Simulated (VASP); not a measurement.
Input of a VASP 6.6.1 run:

File run.py:

```python
from ase.calculators.vasp import Vasp
from ase.dft.bandgap import bandgap
from ase.io import read

atoms = read('Ta3Cu.xyz')
calc = Vasp(
    directory='calc',
    xc='pbe',
    pp='PBE',
    setups='recommended',
    pp_version='54',
    prec='Accurate',
    encut=520,
    ediff=1e-06,
    ismear=0,
    sigma=0.02,
    lreal=False,
    lasph=True,
    nelm=60,
    algo='Normal',
    isif=2,
    lwave=False,
    lcharg=False,
    kpts=[9, 9, 9],
    gamma=True,
    nbands=30,
)
atoms.calc = calc

print('energy (eV):', atoms.get_potential_energy())
print('free energy (eV):', atoms.get_potential_energy(force_consistent=True))
print('forces (eV/A):')
print(atoms.get_forces())
print('stress (eV/A^3, Voigt):', atoms.get_stress())
print('Fermi level (eV):', calc.get_fermi_level())
gap, top, bottom = bandgap(calc)
print('band gap (eV):', gap, 'from (spin, k, band)', top, 'to', bottom)
```

Contents of Ta3Cu.xyz:

```xyz
4
Lattice="-2.0065070000 2.0065070000 4.2081700000 2.0065070000 -2.0065070000 4.2081700000 2.0065070000 2.0065070000 -4.2081700000" Properties=species:S:1:pos:R:3 pbc="T T T"
Ta     0.0000000000      0.0000000000      4.2081700000
Ta     2.0065070000      0.0000000000      2.1040850000
Ta     0.0000000000      2.0065070000      2.1040850000
Cu     0.0000000000      0.0000000000      0.0000000000
```

Potentials or basis: VASP PAW PBE potentials, release 54 (Ta_pv, Cu).

The run is started by

```sh
$ python run.py
```

(1) Estimate the pressure.

(2) Estimate the band gap on the k mesh.

Results:

(1) 0.9 GPa.

(2) none (metal or under the smearing width).
